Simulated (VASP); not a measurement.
# KMgH3 (Pm-3m) in VASP: single point with LDA

Aim: the single point of KMgH3 with LDA.

Everything below comes from runs of VASP 6.6.1. Logs are shortened: lines on timing, memory, paths and dates and some standing lists are left out, and cuts for length are marked.

## (1) The crystal as given

The structure is cubic, space group Pm-3m (No. 221). Conventional cell: a = 4.025 Å, b = 4.025 Å, c = 4.025 Å, α = 90.00°, β = 90.00°, γ = 90.00°. K (site symmetry m-3m) is surrounded by 12 H at 2.85 Å. Mg (site symmetry m-3m) has 6 H at 2.01 Å as nearest neighbours. H (site symmetry 4/mmm) is surrounded by 2 Mg at 2.01 Å.

## (2) Single point, LDA

Contents of INCAR:

```
ALGO = Fast ; EDIFF = 1E-6
ENCUT = 520 ; ISIF = 2
ISMEAR = 0 ; LASPH = True
LCHARG = True ; LELF = True
LREAL = False ; LVHAR = True
LWAVE = False ; NBANDS = 15
NELM = 80 ; PREC = Accurate
SIGMA = 0.1
```

Contents of KPOINTS:

```
k-points
0
Gamma
  4 4 4
```

Contents of POSCAR:

```
KMgH3
1.0
    4.0250000000      0.0000000000      0.0000000000
    0.0000000000      4.0250000000      0.0000000000
    0.0000000000      0.0000000000      4.0250000000
K Mg H
1 1 3
Direct
    0.0000000000      0.0000000000      0.0000000000
    0.5000000000      0.5000000000      0.5000000000
    0.0000000000      0.5000000000      0.5000000000
    0.5000000000      0.0000000000      0.5000000000
    0.5000000000      0.5000000000      0.0000000000
```

Potentials or basis: VASP PAW LDA potentials, release 64 (K_sv, Mg, H).

On the command line:

```bash
cat potpaw_LDA.64/K_sv/POTCAR potpaw_LDA.64/Mg/POTCAR potpaw_LDA.64/H/POTCAR > POTCAR
mpirun -np 1 vasp_std > vasp.out
```

OUTCAR:

```text
EDIFF = 1E-6
   ENCUT = 520
   ISIF = 2
   ISMEAR = 0
   LASPH = True
   LREAL = False
   NELM = 80
   PREC = Accurate

 ion  position               nearest neighbor table
   1  0.000  0.000  0.000-   2 3.49   2 3.49   2 3.49   2 3.49   2 3.49   2 3.49   2 3.49   2 3.49

   2  0.500  0.500  0.500-   3 2.01   4 2.01   5 2.01   5 2.01   4 2.01   3 2.01   1 3.49   1 3.49
                             1 3.49   1 3.49   1 3.49   1 3.49   1 3.49   1 3.49
   3  0.000  0.500  0.500-   2 2.01   2 2.01
   4  0.500  0.000  0.500-   2 2.01   2 2.01
   5  0.500  0.500  0.000-   2 2.01   2 2.01

  LATTYP: Found a simple cubic cell.
 ALAT       =     4.0250000000

  Lattice vectors:

 A1 = (   4.0250000000,   0.0000000000,   0.0000000000)
 A2 = (   0.0000000000,   4.0250000000,   0.0000000000)
 A3 = (   0.0000000000,   0.0000000000,   4.0250000000)

Analysis of symmetry for initial positions (statically):
=====================================================================
 Subroutine PRICEL returns:
 Original cell was already a primitive cell.

 Routine SETGRP: Setting up the symmetry group for a
 simple cubic supercell.

 Subroutine GETGRP returns: Found 48 space group operations
 (whereof 48 operations were pure point group operations)
 out of a pool of 48 trial point group operations.

The static configuration has the point symmetry O_h .

Analysis of symmetry for dynamics (positions and initial velocities):
=====================================================================
 Subroutine PRICEL returns:
 Original cell was already a primitive cell.

 Routine SETGRP: Setting up the symmetry group for a
 simple cubic supercell.

 Subroutine GETGRP returns: Found 48 space group operations
 (whereof 48 operations were pure point group operations)
 out of a pool of 48 trial point group operations.

The dynamic configuration has the point symmetry O_h .

 Subroutine INISYM returns: Found 48 space group operations
 (whereof 48 operations are pure point group operations),
 and found     1 'primitive' translations

----------------------------------------------------------------------------------------

                                     Primitive cell

  volume of cell :      65.2075

  direct lattice vectors                    reciprocal lattice vectors
     4.025000000  0.000000000  0.000000000     0.248447205  0.000000000  0.000000000
     0.000000000  4.025000000  0.000000000     0.000000000  0.248447205  0.000000000
     0.000000000  0.000000000  4.025000000     0.000000000  0.000000000  0.248447205

  length of vectors
     4.025000000  4.025000000  4.025000000     0.248447205  0.248447205  0.248447205

  position of ions in fractional coordinates (direct lattice)
     0.000000000  0.000000000  0.000000000
     0.500000000  0.500000000  0.500000000
     0.000000000  0.500000000  0.500000000
     0.500000000  0.000000000  0.500000000
     0.500000000  0.500000000  0.000000000

  ion indices of the primitive-cell ions
   primitive index   ion index
                 1           1
                 2           2
                 3           3
                 4           4
                 5           5

----------------------------------------------------------------------------------------

 KPOINTS: k-points

Automatic generation of k-mesh.
 Grid dimensions read from file:
 generate k-points for:    4    4    4

 Generating k-lattice:

  Cartesian coordinates                     Fractional coordinates (reciprocal lattice)
     0.062111801  0.000000000  0.000000000     0.250000000  0.000000000  0.000000000
     0.000000000  0.062111801  0.000000000     0.000000000  0.250000000  0.000000000
     0.000000000  0.000000000  0.062111801     0.000000000  0.000000000  0.250000000

  Length of vectors
     0.062111801  0.062111801  0.062111801

  Shift w.r.t. Gamma in fractional coordinates (k-lattice)
     0.000000000  0.000000000  0.000000000

 Subroutine IBZKPT returns following result:
 ===========================================

 Found     10 irreducible k-points:

 Following reciprocal coordinates:
            Coordinates               Weight
  0.000000  0.000000  0.000000      1.000000
  0.250000  0.000000  0.000000      6.000000
  0.500000  0.000000  0.000000      3.000000
  0.250000  0.250000  0.000000     12.000000
  0.500000  0.250000  0.000000     12.000000
  0.500000  0.500000  0.000000      3.000000
  0.250000  0.250000  0.250000      8.000000
  0.500000  0.250000  0.250000     12.000000
  0.500000  0.500000  0.250000      6.000000
  0.500000  0.500000  0.500000      1.000000
   k-points           NKPTS =     10   k-points in BZ     NKDIM =     10   number of bands    NBANDS=     15
   number of dos      NEDOS =    301   number of ions     NIONS =      5
   total plane-waves  NPLWV =  27000
   dimension x,y,z NGX =    30 NGY =   30 NGZ =   30
   dimension x,y,z NGXF=    60 NGYF=   60 NGZF=   60
   ions per type =               1   1   3
   NGX,Y,Z   is equivalent  to a cutoff of  12.39, 12.39, 12.39 a.u.
   NGXF,Y,Z  is equivalent  to a cutoff of  24.78, 24.78, 24.78 a.u.
 SYSTEM =  unknown system
   PREC   = accura    normal or accurate (medium, high low for compatibility)
   ISTART =      0    job   : 0-new  1-cont  2-samecut
   ICHARG =      2    charge: 1-file 2-atom 10-const
   ISPIN  =      1    spin polarized calculation?
   LNONCOLLINEAR =      F non collinear calculations
   LSORBIT =      F    spin-orbit coupling
   LASPH  =      T    aspherical Exc in radial PAW
   ENCUT  =  520.0 eV  38.22 Ry    6.18 a.u.   7.48  7.48  7.48*2*pi/ulx,y,z
   NELM   =     80;   NELMIN=  2; NELMDL= -5     # of ELM steps
   EDIFF  = 0.1E-05   stopping-criterion for ELM
   LREAL  =      F    real-space projection
[... 7 lines left out ...]
   TEBEG  =    0.0;   TEEND  =   0.0 temperature during run
   PSTRESS=    0.0 pullay stress
   NELECT =      14.0000    total number of electrons
   NUPDOWN=      -1.0000    fix difference up-down
   EMIN   =  10.00;   EMAX   =-10.00  energy-range for DOS
   EFERMI =   0.00;   METHOD = LEGACY
   ISMEAR =     0;   SIGMA  =   0.10  broadening in eV -4-tet -1-fermi 0-gaus
   EFERMI_NEDOS =   21; number of points for ismear=-14 and -15
   IALGO  =     68    algorithm
   IMIX   =      4    mixing-type and parameters
     AMIX     =   0.40;   BMIX     =  1.00
     AMIX_MAG =   1.60;   BMIX_MAG =  1.00
  volume/ion in A,a.u.               =      13.04        88.01
  Fermi-wavevector in a.u.,A,eV,Ry     =   0.980283  1.852467 13.074593  0.960955
  Thomas-Fermi vector in A             =   2.111202
   LORBIT       =      0    0 simple, 1 ext, 2 COOP (PROOUT), +10 PAW based schemes
   GGA     = CA    functional components
   LHFCALC =     F    Hartree Fock is set to
   AEXX    =    0.0000 exact exchange contribution
   IVDW    =     0    specifies the selected vdW correction
   LEPSILON=     F    determine dielectric tensor
   LRPA    =     F    only Hartree local field effects (RPA)
 non-spin polarized calculation
 RMM-DIIS sequential band-by-band and
 Gauss-broadening in eV      SIGMA  =   0.10
  energy-cutoff  :      520.00
  volume of cell :       65.21
 maximum number of plane-waves:      1791
 NGX is ok and might be reduce to    30
   NGX = 15   NGY = 15   NGZ = 15

 number of electron      13.9999997 magnetization

 Free energy of the ion-electron system (eV)
  ---------------------------------------------------
  ext. energy  EPLUGINS =         0.00000000
  ---------------------------------------------------
  free energy    TOTEN  =       -15.08733717 eV

  energy without entropy =      -15.08733717  energy(sigma->0) =      -15.08733717

 E-fermi :   0.1821     XC(G=0):  -8.8111

 val. band max:       -0.2903000322   @ k =   0.5000   0.0000   0.0000
 cond. band min:       1.7634444752   @ k =   0.5000   0.5000   0.5000
 fundamental gap:      2.0537445074
 Fermi energy:         0.1820743451

 k-point     1 :       0.0000    0.0000    0.0000
  band No.  band energies     occupation
      1     -29.0095      2.00000
      2     -12.7076      2.00000
      3     -12.7076      2.00000
      4     -12.7076      2.00000
      5      -5.9205      2.00000
      6      -0.7847      2.00000
      7      -0.7847      2.00000
      8       5.1991      0.00000
      9       5.1991      0.00000
     10       5.1991      0.00000
     11       7.5558      0.00000
     12       7.5558      0.00000
     13       8.4587      0.00000
     14       8.4587      0.00000
     15       8.5541      0.00000

 k-point     2 :       0.2500    0.0000    0.0000
  band No.  band energies     occupation
      1     -29.0029      2.00000
      2     -12.8420      2.00000
      3     -12.6966      2.00000
      4     -12.6966      2.00000
      5      -5.3374      2.00000
      6      -1.7241      2.00000
      7      -0.5584      2.00000
      8       4.9843      0.00000
      9       4.9843      0.00000
     10       5.6598      0.00000
     11       6.2498      0.00000
     12       8.0965      0.00000
     13       8.5079      0.00000
     14       8.5079      0.00000
     15       8.6917      0.00000
[... 113 lines left out ...]
      3     -12.8782      2.00000
      4     -12.7600      2.00000
      5      -2.9472      2.00000
      6      -2.3707      2.00000
      7      -2.3707      2.00000
      8       3.2167      0.00000
      9       3.8299      0.00000
     10       5.5278      0.00000
     11       5.5278      0.00000
     12       9.4224      0.00000
     13       9.4534      0.00000
     14       9.4534      0.00000
     15       9.9047      0.00000

 k-point    10 :       0.5000    0.5000    0.5000
  band No.  band energies     occupation
      1     -28.9722      2.00000
      2     -12.8523      2.00000
      3     -12.8523      2.00000
      4     -12.8523      2.00000
      5      -2.4556      2.00000
      6      -2.4556      2.00000
      7      -2.4556      2.00000
      8       1.7634      0.00000
      9       5.0683      0.00000
     10       5.0683      0.00000
     11       5.0683      0.00000
     12       9.7500      0.00000
     13       9.7500      0.00000
     14       9.7500      0.00000
     15      10.0274      0.00000

------------------------ aborting loop because EDIFF is reached ----------------------------------------

  FORCE on cell =-STRESS in cart. coord.  units (eV):
  Direction    XX          YY          ZZ          XY          YZ          ZX
  --------------------------------------------------------------------------------------
  -------------------------------------------------------------------------------------
  Total       -1.3029252     -1.3029252     -1.3029252      0.0000000      0.0000000      0.0000000
  in kB      -32.0134455    -32.0134455    -32.0134455      0.0000000      0.0000000      0.0000000
  external PRESSURE =     -32.0134455 kB  Pullay stress =       0.0000000 kB

 VOLUME and BASIS-vectors are now :
 -----------------------------------------------------------------------------
  energy-cutoff  :      520.00
  volume of cell :       65.21
      direct lattice vectors                 reciprocal lattice vectors
     4.025000000  0.000000000  0.000000000     0.248447205  0.000000000  0.000000000
     0.000000000  4.025000000  0.000000000     0.000000000  0.248447205  0.000000000
     0.000000000  0.000000000  4.025000000     0.000000000  0.000000000  0.248447205

 POSITION                                       TOTAL-FORCE (eV/Angst)
 -----------------------------------------------------------------------------------
      0.00000      0.00000      0.00000         0.000000      0.000000      0.000000
      2.01250      2.01250      2.01250         0.000000      0.000000      0.000000
      0.00000      2.01250      2.01250         0.000000      0.000000      0.000000
      2.01250      0.00000      2.01250         0.000000      0.000000      0.000000
      2.01250      2.01250      0.00000         0.000000      0.000000      0.000000
 -----------------------------------------------------------------------------------
    total drift:                               -0.000000      0.000000     -0.000000

  FREE ENERGIE OF THE ION-ELECTRON SYSTEM (eV)
  ---------------------------------------------------
  free  energy   TOTEN  =       -15.0873371717 eV

  energy  without entropy=      -15.0873371717  energy(sigma->0) =      -15.08733717
```

Run time: 22 s. Hardware: 1 thread of AMD EPYC 7R43 (Zen 3), shared host; peak memory 0.11 GiB.

Results:

```yaml
Free_energy: -15.0873 eV
Pressure: -3.2 GPa
Band_gap_on_the_k_mesh: 2.05 eV, indirect (least direct gap 4.22 eV)
```

A k mesh can miss the band edges.
